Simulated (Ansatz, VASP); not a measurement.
**AgC: VASP beside Ansatz**

Aim: how closely do two programs agree when they are given the same cell, functional and k mesh? The cell is generated by rule, not measured, and may not be a known phase. The cell is taken from a series of runs on this material, whose earlier steps may have relaxed, scaled, displaced or heated it; both programs get it as it stands.

Method: plane waves, with VASP 6.6.1 beside it; zone-centre phonons at LDA, in Ansatz 0.2.0.

The structure was built from a prototype and need not be the compound's stable phase.

## 1. Set-up

The structure is orthorhombic, space group Cmmm (No. 65). The conventional cell has a = 5.485 Å, b = 5.854 Å, c = 3.182 Å, α = 90.00°, β = 90.00°, γ = 90.00°. Nearest to Ag lie 4 C at 2.25 Å. Nearest to C lie 1 C at 1.31 Å and 4 Ag at 2.25 Å. Farther neighbours are not listed.

## 2. Ansatz: zone-centre phonons, LDA

Ansatz runs on its default PAW (the set named soft_2) files.

Second derivatives magnify differences that forces hide, and they need a tight electronic threshold.

Input file input.yaml:

```yaml
crystal:
  lattice:
    - [2.7425821448, -2.9269410057, 0.0]
    - [2.7425821448, 2.9269410057, 0.0]
    - [0.0, 0.0, 3.181610099]
  atoms:
    - { symbol: Ag, position: [0.5, 0.0, 0.0] }
    - { symbol: Ag, position: [0.0, 0.5, 0.0] }
    - { symbol: C, position: [0.3878498629, 0.6121501371, 0.5] }
    - { symbol: C, position: [0.6121501371, 0.3878498629, 0.5] }
kpoints:
  mp_grid: { grid: [10, 10, 12] }
hamiltonian:
  xc: lda
scf:
  occupations: { method: methfessel_paxton, width: 0.15 }
output:
  eigenvalues: true
phonons:
  method: dfpt
```

The run is started by

```sh
$ ansatz run input.yaml --threads 4 --pin off --max-ram 7168MiB --backend cpu --events-out ev --progress --plain --runs-dir out
```

Numbers of over 12 decimals in the logs are rounded to 6 here.

The log of the run:

```text
zone centre: on kpoints.mp_grid the ground state, and the responses unless they are solved on pairs of k-points, stand on 364 of the mesh's 1200 k-points, reduced under 2 symmetry operations, with k and −k counted as one. Each operation leaves every solved displacement unchanged or reverses it
Engine: ansatz 0.2.0, aarch64-unknown-linux-gnu
Pseudopotentials: kind: paw
Pseudopotential: Ag, paw, valence charge 19, recommended cutoff 420 eV (normal), Ag.paw.azcp
Pseudopotential: C, paw, valence charge 4, recommended cutoff 420 eV (normal), C.paw.azcp
Functional definition: SPW92
  exchange = slater_x
  correlation = pw_c
Crystal: 4 atoms, lattice volume = 51.080 Å³
Basis set: ecut = 420 eV, 1027 PW (Γ), exchange–correlation on 54×54×48 points (8 copies of the dense FFT grid, shifted against one another)
Bands: 28, of which v1, the nominal top of the filled ones, is band 23 counted from 1 (22 counted from 0)
Symmetry: 8 space group operations
k-points: 364 of 1200 (irreducible under 2 space group operations, time reversal used)
Non-local potential: Ag, projectors of the file, l = 0: 3, l = 1: 2, l = 2: 2, l = 3: 1
Non-local potential: C, projectors of the file, l = 0: 2, l = 1: 2, l = 2: 1
PAW form: soft (Blöchl's): semilocal exchange-correlation on the pseudo side does not see the compensation charge
PAW frozen core: Ag, regenerated for the run's functional, and the local potential with it (the file was generated under x = pbe(κ = 0.804, μ = 0.219515), c = pbe(β = 0.066725))
PAW frozen core: C, regenerated for the run's functional, and the local potential with it (the file was generated under x = pbe(κ = 0.804, μ = 0.219515), c = pbe(β = 0.066725))
PAW one-centre angular grid: Ag, 590 points (default); XC on 64 Gauss nodes
PAW one-centre angular grid: C, 110 points (default); XC on 64 Gauss nodes
Initial density: superposition of atomic densities (neutral atoms: chi_scale 0, normalization atom), corrected by the library's trained network
Initial wavefunctions: pseudopotential atomic-orbital guess
Functional: x = slater, c = lda
SCF iter   1: F=—  HF=-15397.770452 eV  |F-HF|=—  |Δ(HF+E_count)|=         —  Δρ=1.75e-2  dr2=1.23e-1  ethr=1.77e-3  ⟨swp⟩=5.0  Hψ=35332  notcnv=0
preconditioner: auto → LDOS  [metal: Δε(μ)=0.026 eV  Ē_g=10.073 eV  σ=0.150 eV  W_gap=0.15  n_scr=18 (ndim 8)  ℏωp=28.5 eV  f_vac=0.044  D(μ)=1.06/eV (n_scr^D=4)  β→1.0]
SCF iter   2: F=—  HF=-15397.767261 eV  |F-HF|=—  |Δ(HF+E_count)|=   3.19e-3  S|Δr|=    0.00e0  Δρ=1.74e-2  dr2=1.21e-1  ethr=2.68e-4  ⟨swp⟩=2.0  Hψ=22332  notcnv=0  defer=234
SCF iter   3: F=—  HF=-15397.730114 eV  |F-HF|=—  |Δ(HF+E_count)|=   3.71e-2  S|Δr|=    0.00e0  Δρ=1.68e-3  dr2=1.23e-3  ethr=2.63e-4  ⟨swp⟩=2.4  Hψ=17709  notcnv=0  defer=234
SCF iter   4: F=—  HF=-15397.729735 eV  |F-HF|=—  |Δ(HF+E_count)|=   3.79e-4  S|Δr|=    0.00e0  Δρ=4.26e-4  dr2=7.24e-5  ethr=2.68e-6  ⟨swp⟩=2.3  Hψ=16474  notcnv=0  defer=231
SCF iter   5: F=—  HF=-15397.729708 eV  |F-HF|=—  |Δ(HF+E_count)|=   2.73e-5  S|Δr|=    0.00e0  Δρ=9.48e-5  dr2=4.86e-6  ethr=1.57e-7  ⟨swp⟩=2.2  Hψ=14854  notcnv=0  defer=231
SCF iter   6: F=—  HF=-15397.729716 eV  |F-HF|=—  |Δ(HF+E_count)|=   8.37e-6  S|Δr|=    0.00e0  Δρ=1.12e-5  dr2=5.38e-8  ethr=1.06e-8  ⟨swp⟩=2.1  Hψ=14469  notcnv=0  defer=231
SCF iter   7: F=—  HF=-15397.729711 eV  |F-HF|=—  |Δ(HF+E_count)|=   4.75e-6  S|Δr|=    0.00e0  Δρ=1.30e-6  dr2=5.87e-10  ethr=1.17e-10  ⟨swp⟩=2.2  Hψ=17423  notcnv=0  defer=215
SCF iter   8: F=-15397.729711 eV  HF=-15397.729711 eV  |F-HF|=3.64e-12  |Δ(HF+E_count)|=  4.91e-11  S|Δr|=    0.00e0  Δρ=1.25e-7  dr2=5.03e-12  ethr=1.00e-12  ⟨swp⟩=7.7  Hψ=56604  notcnv=0
the search or the solves at the SCF's close seem to have found levels that the self-consistency loop had missed (the run counts 2). By its estimate they hold under 1e-12 electrons; where the run keeps them, the occupations were computed again with them
SCF 1 converged in 8 iterations: F = -15397.729711 eV  dr2 = 5.03e-12
  greatest PAW one-centre occupation: 1.002 electrons in one spin orbital (limit 2), on the Ag atom at site 1 (counted from 0), in its partial waves of l = 0
DFPT response loops at Γ: preconditioner auto → Kerker (q_TF=auto, 2.681 Å⁻¹) (partly filled bands, converged f_vac=0.042); β = 1.00, the filter's whole step (`scf.mixing.beta` (0.50) is not read by the response loops under this deck's `scf.mixing.preconditioner`; to damp them name `kerker` or `kerker_dos`, under which they read `scf.mixing.beta`, and type it under 1.00, their step now; both keys bind the ground state too); Broyden in place of MSR1
SCF converged after 8 iterations
Stability not checked: this state was not tested for a lower state beside it, because cold or Methfessel-Paxton smearing, or corrected tetrahedra, fill the levels in a way that the test cannot read (fill_not_monotonic; see scf.lower_state_search)
Free energy (F): -15397.729711 eV
Harris-Foulkes:  -15397.729711 eV  (|F-HF|=3.64e-12)
Internal energy: -15397.728585 eV  (E = F + TS)
E sigma→0 (E₀):  -15397.729430 eV
Entropy (-TS):   -0.001127 eV (-0.282 meV/atom)
Fermi energy:    14.110989 eV
Step filling:    the computed levels leave a gap of 0.0053 eV = 0.0 smearing widths at the electron count; against every level under it full and every level over it empty, smearing changes F+E_penalty+E_count by -0.453 meV and its σ→0 estimate by -0.171 meV
--- Per-component energies (eV) ---
  E_band       = -569.125516
  E_kinetic    = 1229.297072
  E_local      = -5376.612560  (includes V_loc(G=0)·N_el)
  E_nonlocal   = 229.219230
  E_hartree    = 2386.231666
  E_xc         = -461.638639
  E_vxc        = -586.354679  (∫ρ·V_xc dr)
  E_paw        = -7721.550448  (= ΣΔE_a)
  E_vpaw       = -837.138504  (= ΣTr[D̂ρ^β])
  E_aug_tail   = 0.000545  (compensation charges beyond the density's cutoff)
  E_ewald      = -5684.250732
  E_core_change = 1.575280  (= ΣΔE_core)
  E_smearing   = -0.001127  (= −TS)
  E_closure    = -0.000000  (closes the sum)
  Σ components = -15397.729711   (vs F -15397.729711, Δ=0.00e0)
--- Band table (eV; the first three rows and the last of 364) ---
  k-point 0: bands = [... 19 lower, 9.8089, 10.0105, 10.6832, 10.7751, 15.3469, 18.3589, 20.1426, 20.5614, ... 1 higher]
  k-point 1: bands = [... 19 lower, 10.0160, 10.4128, 10.7765, 10.9140, 15.3047, 18.3727, 20.0859, 20.1841, ... 1 higher]
  k-point 2: bands = [... 19 lower, 10.0313, 10.7807, 11.2087, 11.3309, 15.1716, 18.4115, 19.0745, 20.2527, ... 1 higher]
  k-point 363: bands = [... 19 lower, 9.6539, 10.0740, 10.3675, 14.1907, 15.0035, 15.6726, 17.4980, 20.2074, ... 1 higher]
--- Phonons (Γ-DFPT): 6 representative perturbations + reference, on 364 of 1200 k-points (Σ response iterations 21) ---
  k mesh reduced under 2 symmetry operations, with k and −k counted as one. Each operation leaves every solved displacement unchanged or reverses it
  ASR residual: 6.683e-5 → 0.000e0 eV/Å²; symmetrization residual: 2.140e-6 eV/Å²
  ASR residual per site (eV/Å²): 4.38e-5 4.38e-5 6.68e-5 6.68e-5
  Γ frequencies (cm⁻¹): 0.00 0.00 0.00 101.46 118.80 189.74 359.33 359.58 360.16 363.41 369.12 1427.32
  non-analytic LO–TO correction: not included (Born effective charges unavailable; polar crystals: no LO–TO splitting at Γ)
```

(Part 1 of 3 ends here.)

[Lines on the potential files, build, host, timing and source positions are cut from VASP's logs without a mark.]

[Logs are printed without paths, hosts, clocks, repeated set-up lines and the standing remarks that a program may print on its own settings, such as how far it seeks lower states.]

[Hosts, paths, dates, database ids (printed as entryN), source tags and the programs' standing remarks are cut or masked in the printed files.]
